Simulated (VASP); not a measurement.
Data:

```
CELL_PARAMETERS angstrom
      4.15274     0.00000     0.00000
      0.00000     4.15274     0.00000
      0.00000     0.00000     4.15274
ATOMIC_POSITIONS crystal
  Ba 0.00000 0.00000 0.00000
  Zr 0.50000 0.50000 0.50000
  O  0.50000 0.00000 0.50000
  O  0.00000 0.50000 0.50000
  O  0.50000 0.50000 0.00000
```

These are PBE GGA, VASP's PBE PAW potentials (set 64) (plane waves; VASP) values and carry that method's errors. Run with 620 eV cut-off, 6×6×6 Γ-centred mesh, Gaussian smearing of 0.050 eV, potentials Ba_sv Zr_sv O.

Energy and stress use the plane-wave basis of the starting cell.

Task: The ions, cell shape and volume at an external pressure of 20.0 GPa are relaxed. Predict the relaxed structure.

Result: 
```
CELL_PARAMETERS angstrom
      4.08797     0.00000     0.00000
      0.00000     4.08797     0.00000
      0.00000     0.00000     4.08797
ATOMIC_POSITIONS crystal
  Ba 0.00000 0.00000 0.00000
  Zr 0.50000 0.50000 0.50000
  O  0.50000 0.00000 0.50000
  O  0.00000 0.50000 0.50000
  O  0.50000 0.50000 0.00000
```
Space group Pm-3m (221), at a tolerance of 0.03 Å.

Task: How do energy and volume change from the first to the last step?

Result: The energy (σ→0) changes by +60.8 meV/atom and the volume by -4.6 %, in 4 ionic steps.

The compound is BaZrO3 in the cubic perovskite structure. This run relaxes it under an external pressure of 20 GPa. Symmetry was kept, so distortions that lower it aren't found.
